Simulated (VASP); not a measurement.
Here is a VASP 6.6.1 calculation.

File INCAR:

```
  PREC = Accurate
  ENCUT = 520
  EDIFF = 1E-6
  ISMEAR = 0
  SIGMA = 0.1
  LREAL = False
  LASPH = True
  NELM = 60
  ALGO = Fast
  ISIF = 2
  LWAVE = False
  LCHARG = False
  GGA = PE
  NBANDS = 19
```

The input KPOINTS:

```
Automatic mesh
0
Gamma
  6 6 6
```

The input POSCAR:

```
InB3
1.0
    3.7204069000      0.0000000000      0.0000000000
    0.0000000000      3.7204069000      0.0000000000
    0.0000000000      0.0000000000      3.7204069000
In B
1 3
Direct
    0.0000000000      0.0000000000      0.0000000000
    0.0000000000      0.5000000000      0.5000000000
    0.5000000000      0.0000000000      0.5000000000
    0.5000000000      0.5000000000      0.0000000000
```

Potentials or basis: VASP PAW PBE potentials, release 64 (In_d, B).

The run is started by

```bash
$ cat potpaw_PBE.64/In_d/POTCAR potpaw_PBE.64/B/POTCAR > POTCAR
$ mpirun -np 1 vasp_std > vasp.out
```

Problem. What does it give for the band gap on the k mesh?

Solution. None (metal or under the smearing width).

Problem. Estimate the pressure.

Solution. -10.4 GPa.
